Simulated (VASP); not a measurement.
# ReP (F-43m) in VASP: a series of runs

The runs below take ReP through single point, with PBEsol.

Everything below comes from runs of VASP 6.6.1. Logs are shortened: lines on timing, memory, paths and dates and some standing lists are left out, and cuts for length are marked.

### Step 1. The structure

Symmetry: F-43m, No. 216, cubic system. The conventional cell has a = 4.828 Å, b = 4.828 Å, c = 4.828 Å, α = 90.00°, β = 90.00°, γ = 90.00°. Re (site symmetry -43m) is surrounded by 4 P at 2.09 Å. P (site symmetry -43m) has 4 Re at 2.09 Å as nearest neighbours.

The cell comes from a database or a generator and needn't be the stable form of this composition.

### Step 2. Single point, PBEsol

The input, INCAR:

```
SYSTEM = ReP
PREC = Accurate
ENCUT = 520
EDIFF = 1E-6
ISMEAR = 0
SIGMA = 0.05
LREAL = .FALSE.
LASPH = .TRUE.
NELM = 80
ALGO = Normal
ISIF = 2
LWAVE = .FALSE.
LCHARG = .TRUE.
GGA = PS
LELF = .TRUE.
LVHAR = .TRUE.
NBANDS = 13
```

The input, KPOINTS:

```
Automatic mesh
0
G
  12 12 12
  0 0 0
```

The input, POSCAR:

```
ReP
1.0
    0.0000000000      2.4137520683      2.4137520683
    2.4137520683      0.0000000000      2.4137520683
    2.4137520683      2.4137520683      0.0000000000
Re P
1 1
Direct
    0.0000000000      0.0000000000      0.0000000000
    0.2500000000      0.2500000000      0.2500000000
```

Potentials or basis: VASP PAW PBE potentials, release 64 (Re, P).

Launch:

```
> cat potpaw_PBE.64/Re/POTCAR potpaw_PBE.64/P/POTCAR > POTCAR
> mpirun -np 1 vasp_std > vasp.out
```

OUTCAR:

```text
SYSTEM = ReP
   PREC = Accurate
   ENCUT = 520
   EDIFF = 1E-6
   ISMEAR = 0
   LREAL = .FALSE.
   LASPH = .TRUE.
   NELM = 80
   ISIF = 2
   GGA = PS

 ion  position               nearest neighbor table
   1  0.000  0.000  0.000-   2 2.09   2 2.09   2 2.09   2 2.09
   2  0.250  0.250  0.250-   1 2.09   1 2.09   1 2.09   1 2.09

  LATTYP: Found a face centered cubic cell.
 ALAT       =     4.8275041366

  Lattice vectors:

 A1 = (   0.0000000000,   2.4137520683,   2.4137520683)
 A2 = (   2.4137520683,   0.0000000000,   2.4137520683)
 A3 = (   2.4137520683,   2.4137520683,   0.0000000000)

Analysis of symmetry for initial positions (statically):
=====================================================================
 Subroutine PRICEL returns:
 Original cell was already a primitive cell.

 Routine SETGRP: Setting up the symmetry group for a
 face centered cubic supercell.

 Subroutine GETGRP returns: Found 24 space group operations
 (whereof 24 operations were pure point group operations)
 out of a pool of 48 trial point group operations.

The static configuration has the point symmetry T_d .

Analysis of symmetry for dynamics (positions and initial velocities):
=====================================================================
 Subroutine PRICEL returns:
 Original cell was already a primitive cell.

 Routine SETGRP: Setting up the symmetry group for a
 face centered cubic supercell.

 Subroutine GETGRP returns: Found 24 space group operations
 (whereof 24 operations were pure point group operations)
 out of a pool of 48 trial point group operations.

The dynamic configuration has the point symmetry T_d .

 Subroutine INISYM returns: Found 24 space group operations
 (whereof 24 operations are pure point group operations),
 and found     1 'primitive' translations

----------------------------------------------------------------------------------------

                                     Primitive cell

  volume of cell :      28.1260

  direct lattice vectors                    reciprocal lattice vectors
     0.000000000  2.413752068  2.413752068    -0.207146379  0.207146379  0.207146379
     2.413752068  0.000000000  2.413752068     0.207146379 -0.207146379  0.207146379
     2.413752068  2.413752068  0.000000000     0.207146379  0.207146379 -0.207146379

  length of vectors
     3.413560911  3.413560911  3.413560911     0.358788052  0.358788052  0.358788052

  position of ions in fractional coordinates (direct lattice)
     0.000000000  0.000000000  0.000000000
     0.250000000  0.250000000  0.250000000

  ion indices of the primitive-cell ions
   primitive index   ion index
                 1           1
                 2           2

----------------------------------------------------------------------------------------

 KPOINTS: Automatic mesh

Automatic generation of k-mesh.
 Grid dimensions read from file:
 generate k-points for:   12   12   12

 Generating k-lattice:

  Cartesian coordinates                     Fractional coordinates (reciprocal lattice)
    -0.017262198  0.017262198  0.017262198     0.083333333  0.000000000  0.000000000
     0.017262198 -0.017262198  0.017262198     0.000000000  0.083333333  0.000000000
     0.017262198  0.017262198 -0.017262198     0.000000000  0.000000000  0.083333333

  Length of vectors
     0.029899004  0.029899004  0.029899004

  Shift w.r.t. Gamma in fractional coordinates (k-lattice)
     0.000000000  0.000000000  0.000000000

 Subroutine IBZKPT returns following result:
 ===========================================

 Found     72 irreducible k-points:

 Following reciprocal coordinates:
            Coordinates               Weight
  0.000000  0.000000  0.000000      1.000000
  0.083333  0.000000  0.000000      8.000000
  0.166667  0.000000  0.000000      8.000000
  0.250000  0.000000  0.000000      8.000000
  0.333333  0.000000  0.000000      8.000000
  0.416667  0.000000  0.000000      8.000000
[... 16 lines left out ...]
  0.500000  0.166667  0.000000     24.000000
 -0.416667  0.166667  0.000000     24.000000
 [... further k-points ...]
   k-points           NKPTS =     72   k-points in BZ     NKDIM =     72   number of bands    NBANDS=     13
   number of dos      NEDOS =    301   number of ions     NIONS =      2
   total plane-waves  NPLWV =  21952
   dimension x,y,z NGX =    28 NGY =   28 NGZ =   28
   dimension x,y,z NGXF=    56 NGYF=   56 NGZF=   56
   ions per type =               1   1
   NGX,Y,Z   is equivalent  to a cutoff of  13.64, 13.64, 13.64 a.u.
   NGXF,Y,Z  is equivalent  to a cutoff of  27.27, 27.27, 27.27 a.u.
 SYSTEM =  ReP
   PREC   = accura    normal or accurate (medium, high low for compatibility)
   ISTART =      0    job   : 0-new  1-cont  2-samecut
   ICHARG =      2    charge: 1-file 2-atom 10-const
   ISPIN  =      1    spin polarized calculation?
   LNONCOLLINEAR =      F non collinear calculations
   LSORBIT =      F    spin-orbit coupling
   LASPH  =      T    aspherical Exc in radial PAW
   ENCUT  =  520.0 eV  38.22 Ry    6.18 a.u.   6.35  6.35  6.35*2*pi/ulx,y,z
   NELM   =     80;   NELMIN=  2; NELMDL= -5     # of ELM steps
   EDIFF  = 0.1E-05   stopping-criterion for ELM
   LREAL  =      F    real-space projection
   EDIFFG = 0.1E-04   stopping-criterion for IOM
   NSW    =      0    number of steps for IOM
   IBRION =     -1    ionic relax: 0-MD 1-quasi-New 2-CG
   NFREE  =      0    steps in history (QN), initial steepest desc. (CG)
   ISIF   =      2    stress and relaxation
   ISYM   =      2    0-nonsym 1-usesym 2-fastsym
   POTIM  = 0.5000    time-step for ionic-motion
   TEBEG  =    0.0;   TEEND  =   0.0 temperature during run
   PSTRESS=    0.0 pullay stress
   NELECT =      12.0000    total number of electrons
   NUPDOWN=      -1.0000    fix difference up-down
   EMIN   =  10.00;   EMAX   =-10.00  energy-range for DOS
   EFERMI =   0.00;   METHOD = LEGACY
   ISMEAR =     0;   SIGMA  =   0.05  broadening in eV -4-tet -1-fermi 0-gaus
   EFERMI_NEDOS =   21; number of points for ismear=-14 and -15
   IALGO  =     38    algorithm
   IMIX   =      4    mixing-type and parameters
     AMIX     =   0.40;   BMIX     =  1.00
     AMIX_MAG =   1.60;   BMIX_MAG =  1.00
  volume/ion in A,a.u.               =      14.06        94.90
  Fermi-wavevector in a.u.,A,eV,Ry     =   1.232440  2.328975 20.666016  1.518909
  Thomas-Fermi vector in A             =   2.367210
   LORBIT       =      0    0 simple, 1 ext, 2 COOP (PROOUT), +10 PAW based schemes
   GGA     = PS    functional components
   LHFCALC =     F    Hartree Fock is set to
   AEXX    =    0.0000 exact exchange contribution
   IVDW    =     0    specifies the selected vdW correction
   LEPSILON=     F    determine dielectric tensor
   LRPA    =     F    only Hartree local field effects (RPA)
 non-spin polarized calculation
 Gauss-broadening in eV      SIGMA  =   0.05
  energy-cutoff  :      520.00
  volume of cell :       28.13
 maximum number of plane-waves:       769
 NGX is ok and might be reduce to    28
   NGX = 13   NGY = 13   NGZ = 13

 number of electron      11.9999999 magnetization

 Free energy of the ion-electron system (eV)
  ---------------------------------------------------
  ext. energy  EPLUGINS =         0.00000000
  ---------------------------------------------------
  free energy    TOTEN  =       -16.53411688 eV

  energy without entropy =      -16.53203236  energy(sigma->0) =      -16.53307462

 E-fermi :   8.5622     XC(G=0): -12.4652

 val. band max:        8.5323378959   @ k =   0.4167   0.3333   0.0833
 cond. band min:       8.5730547005   @ k =   0.5000   0.1667   0.0000
 fundamental gap:      0.0407168047
 Fermi energy:         8.5622072943

 k-point     1 :       0.0000    0.0000    0.0000
  band No.  band energies     occupation
      1      -5.6135      2.00000
      2       2.8506      2.00000
      3       2.8506      2.00000
      4       2.8506      2.00000
      5       7.2151      2.00000
      6       7.2151      2.00000
      7      13.7044      0.00000
      8      15.9278      0.00000
      9      15.9278      0.00000
     10      15.9278      0.00000
     11      20.7178      0.00000
     12      20.7178      0.00000
     13      20.7178      0.00000

 k-point     2 :       0.0833    0.0000    0.0000
  band No.  band energies     occupation
      1      -5.4802      2.00000
      2       2.7424      2.00000
      3       2.9195      2.00000
      4       2.9195      2.00000
      5       7.1552      2.00000
      6       7.1552      2.00000
      7      13.9761      0.00000
      8      15.5384      0.00000
      9      16.1247      0.00000
     10      16.1247      0.00000
     11      19.8240      0.00000
     12      20.4002      0.00000
     13      20.4002      0.00000

 k-point     3 :       0.1667    0.0000    0.0000
  band No.  band energies     occupation
      1      -5.1027      2.00000
      2       2.4890      2.00000
      3       3.0948      2.00000
      4       3.0948      2.00000
      5       7.0578      2.00000
      6       7.0578      2.00000
      7      13.8210      0.00000
      8      15.4041      0.00000
      9      16.4382      0.00000
     10      16.4382      0.00000
     11      18.2373      0.00000
     12      19.7691      0.00000
     13      19.7691      0.00000
[... 305 lines left out ...]
 k-point    23 :       0.5000    0.1667    0.0000
  band No.  band energies     occupation
      1      -3.1077      2.00000
      2       2.1737      2.00000
      3       3.3394      2.00000
      4       3.9197      2.00000
      5       7.2894      2.00000
      6       8.2329      2.00000
      7       8.5731      0.75899
      8      12.8102      0.00000
      9      13.7728      0.00000
     10      15.8654      0.00000
     11      20.2176      0.00000
     12      20.9640      0.00000
     13      22.8138      0.00000

 k-point    24 :      -0.4167    0.1667    0.0000
  band No.  band energies     occupation
      1      -3.0637      2.00000
      2       2.4090      2.00000
      3       3.1374      2.00000
      4       3.8995      2.00000
      5       7.3883      2.00000
      6       7.6672      2.00000
      7       9.0023      0.00000
      8      12.9145      0.00000
      9      13.5837      0.00000
     10      15.7349      0.00000
     11      20.3472      0.00000
     12      20.8538      0.00000
     13      23.1629      0.00000

 [... further k-points ...]

------------------------ aborting loop because EDIFF is reached ----------------------------------------

  FORCE on cell =-STRESS in cart. coord.  units (eV):
  Direction    XX          YY          ZZ          XY          YZ          ZX
  --------------------------------------------------------------------------------------
  -------------------------------------------------------------------------------------
  Total       14.5541181     14.5541181     14.5541181      0.0000000      0.0000000     -0.0000000
  in kB      829.0648552    829.0648552    829.0648552      0.0000000      0.0000000     -0.0000000
  external PRESSURE =     829.0648552 kB  Pullay stress =       0.0000000 kB

 VOLUME and BASIS-vectors are now :
 -----------------------------------------------------------------------------
  energy-cutoff  :      520.00
  volume of cell :       28.13
      direct lattice vectors                 reciprocal lattice vectors
     0.000000000  2.413752068  2.413752068    -0.207146379  0.207146379  0.207146379
     2.413752068  0.000000000  2.413752068     0.207146379 -0.207146379  0.207146379
     2.413752068  2.413752068  0.000000000     0.207146379  0.207146379 -0.207146379

 POSITION                                       TOTAL-FORCE (eV/Angst)
 -----------------------------------------------------------------------------------
      0.00000      0.00000      0.00000        -0.000000      0.000000     -0.000000
      1.20688      1.20688      1.20688         0.000000     -0.000000      0.000000
 -----------------------------------------------------------------------------------
    total drift:                               -0.000000     -0.000000     -0.000000

  FREE ENERGIE OF THE ION-ELECTRON SYSTEM (eV)
  ---------------------------------------------------
  free  energy   TOTEN  =       -16.5341168785 eV

  energy  without entropy=      -16.5320323620  energy(sigma->0) =      -16.53307462
```

Run time: 23 s. Hardware: 1 thread of Intel Xeon 6975P-C (Granite Rapids), shared host; peak memory 0.17 GiB.

Results:

```
Free energy            : -16.5341 eV
Pressure               : 82.9 GPa
Band gap on the k mesh : none (metal or under the smearing width)
```

Caveat: a pressure of tens of GPa on the cell as given is suspect, and the run, the potentials or the cell itself is likely at fault; the PAW data sets were made with another functional, which shifts forces and pressure a little.

### Step 3. Single point, PBEsol

This run uses another cell than the first one, of 18.18 Å³/atom, 1.293 times its volume.

The input, INCAR:

```
SYSTEM = ReP
  PREC = Accurate
  ENCUT = 520
  EDIFF = 1E-6
  ISMEAR = 0
  SIGMA = 0.05
  LREAL = .False.
  LASPH = .True.
  NELM = 60
  ALGO = Fast
  ISIF = 2
  LWAVE = .False.
  LCHARG = .False.
  GGA = PS
  NBANDS = 13
```

The input, KPOINTS:

```
Automatic mesh
0
Gamma
  12 12 12
  0 0 0
```

The input, POSCAR:

```
ReP
1.0
    0.0000000000      2.6296704200      2.6296704200
    2.6296704200      0.0000000000      2.6296704200
    2.6296704200      2.6296704200      0.0000000000
Re P
1 1
Direct
    0.0000000000      0.0000000000      0.0000000000
    0.2500000000      0.2500000000      0.2500000000
```

Potentials or basis: VASP PAW PBE potentials, release 64 (Re, P).

Launch:

```
> cat potpaw_PBE.64/Re/POTCAR potpaw_PBE.64/P/POTCAR > POTCAR
> mpirun -np 1 vasp_std > vasp.out
```

OUTCAR:

```text
SYSTEM = ReP
   PREC = Accurate
   ENCUT = 520
   EDIFF = 1E-6
   ISMEAR = 0
   LREAL = .False.
   LASPH = .True.
   NELM = 60
   ISIF = 2
   GGA = PS

 ion  position               nearest neighbor table
   1  0.000  0.000  0.000-   2 2.28   2 2.28   2 2.28   2 2.28
   2  0.250  0.250  0.250-   1 2.28   1 2.28   1 2.28   1 2.28

  LATTYP: Found a face centered cubic cell.
 ALAT       =     5.2593408400

  Lattice vectors:

 A1 = (   0.0000000000,   2.6296704200,   2.6296704200)
 A2 = (   2.6296704200,   0.0000000000,   2.6296704200)
 A3 = (   2.6296704200,   2.6296704200,   0.0000000000)

Analysis of symmetry for initial positions (statically):
=====================================================================
 Subroutine PRICEL returns:
 Original cell was already a primitive cell.

 Routine SETGRP: Setting up the symmetry group for a
 face centered cubic supercell.

 Subroutine GETGRP returns: Found 24 space group operations
 (whereof 24 operations were pure point group operations)
 out of a pool of 48 trial point group operations.

The static configuration has the point symmetry T_d .

Analysis of symmetry for dynamics (positions and initial velocities):
[... 170 lines left out ...]
      1      -6.9102      2.00000
      2       1.1357      2.00000
      3       1.1357      2.00000
      4       1.1357      2.00000
      5       4.8215      2.00000
      6       4.8215      2.00000
      7       9.4918      0.00000
      8      12.1580      0.00000
      9      12.1580      0.00000
     10      12.1580      0.00000
     11      14.6304      0.00000
     12      14.6304      0.00000
     13      14.6304      0.00000
[... 354 lines left out ...]
  band No.  band energies     occupation
      1      -5.1329      2.00000
      2       0.5282      2.00000
      3       1.3555      2.00000
      4       1.9073      2.00000
      5       4.7390      2.00000
      6       5.0824      2.00000
      7       5.9087      0.00000
      8       8.8208      0.00000
      9       9.4710      0.00000
     10      12.0111      0.00000
     11      15.3342      0.00000
     12      16.1440      0.00000
     13      17.6860      0.00000

 [... further k-points ...]
[... 5 lines left out ...]
  --------------------------------------------------------------------------------------
  -------------------------------------------------------------------------------------
  Total        0.2705200      0.2705200      0.2705200      0.0000000      0.0000000      0.0000000
  in kB       11.9172486     11.9172486     11.9172486      0.0000000      0.0000000      0.0000000
  external PRESSURE =      11.9172486 kB  Pullay stress =       0.0000000 kB

 VOLUME and BASIS-vectors are now :
 -----------------------------------------------------------------------------
  energy-cutoff  :      520.00
  volume of cell :       36.37
      direct lattice vectors                 reciprocal lattice vectors
     0.000000000  2.629670420  2.629670420    -0.190137896  0.190137896  0.190137896
     2.629670420  0.000000000  2.629670420     0.190137896 -0.190137896  0.190137896
     2.629670420  2.629670420  0.000000000     0.190137896  0.190137896 -0.190137896

 POSITION                                       TOTAL-FORCE (eV/Angst)
 -----------------------------------------------------------------------------------
      0.00000      0.00000      0.00000         0.000000      0.000000      0.000000
      1.31484      1.31484      1.31484        -0.000000     -0.000000     -0.000000
 -----------------------------------------------------------------------------------
    total drift:                                0.000000      0.000000      0.000000

  FREE ENERGIE OF THE ION-ELECTRON SYSTEM (eV)
  ---------------------------------------------------
  free  energy   TOTEN  =       -18.2887662330 eV

  energy  without entropy=      -18.2869452265  energy(sigma->0) =      -18.28785573
```

OSZICAR:

```text
N       E                     dE             d eps       ncg     rms          rms(c)
DAV:   1     0.266648795711E+02    0.26665E+02   -0.56415E+03  3108   0.946E+02
DAV:   2    -0.179376141655E+02   -0.44602E+02   -0.41699E+02  3171   0.202E+02
DAV:   3    -0.191865166403E+02   -0.12489E+01   -0.12437E+01  2623   0.377E+01
DAV:   4    -0.191936462451E+02   -0.71296E-02   -0.71163E-02  2918   0.212E+00
DAV:   5    -0.191938051699E+02   -0.15892E-03   -0.15891E-03  2537   0.319E-01    0.308E+01
RMM:   6    -0.182763376944E+02    0.91747E+00   -0.76346E-01  2282   0.196E+01    0.920E+00
RMM:   7    -0.183093118915E+02   -0.32974E-01   -0.97439E-01  2844   0.445E+00    0.494E+00
RMM:   8    -0.182894484213E+02    0.19863E-01   -0.41567E-02  2205   0.645E+00    0.313E+00
RMM:   9    -0.182890396149E+02    0.40881E-03   -0.63773E-02  2726   0.335E+00    0.253E-01
RMM:  10    -0.182889151304E+02    0.12448E-03   -0.10857E-02  3024   0.756E-01    0.144E-01
RMM:  11    -0.182887676449E+02    0.14749E-03   -0.14416E-03  2815   0.490E-01    0.357E-02
RMM:  12    -0.182887595382E+02    0.81066E-05   -0.34595E-04  3035   0.139E-01    0.377E-02
RMM:  13    -0.182887651281E+02   -0.55898E-05   -0.49544E-05  2737   0.589E-02    0.918E-03
RMM:  14    -0.182887662642E+02   -0.11361E-05   -0.97825E-06  2514   0.296E-02    0.176E-02
RMM:  15    -0.182887662330E+02    0.31171E-07   -0.15260E-06  1631   0.319E-02
   1 F= -.18288766E+02 E0= -.18287856E+02  d E =-.182101E-02
```

stdout:

```text
POSCAR found type information on POSCAR ReP
 POSCAR found :  2 types and       2 ions
 scaLAPACK will be used
 -----------------------------------------------------------------------------
|                                                                             |
|                                                                             |
|     You enforced a specific xc type in the INCAR file but a different       |
|     I HOPE YOU KNOW WHAT YOU ARE DOING!                                     |
|                                                                             |
 -----------------------------------------------------------------------------

 LDA part: xc-table for (Slater+PW92), standard interpolation
 POSCAR, INCAR and KPOINTS ok, starting setup
 FFT: planning ... GRIDC
 FFT: planning ... GRID_SOFT
 FFT: planning ... GRID
 WAVECAR not read
 entering main loop
```

Wall time 28 s (1 thread of Intel Xeon 6975P-C (Granite Rapids), shared host); peak memory 0.17 GiB.

Results:

* Free energy: -18.2888 eV
* Pressure: 1.2 GPa
* Band gap on the k mesh: none (metal or under the smearing width)

Caveat: the PAW data sets were made with another functional, which shifts forces and pressure a little.
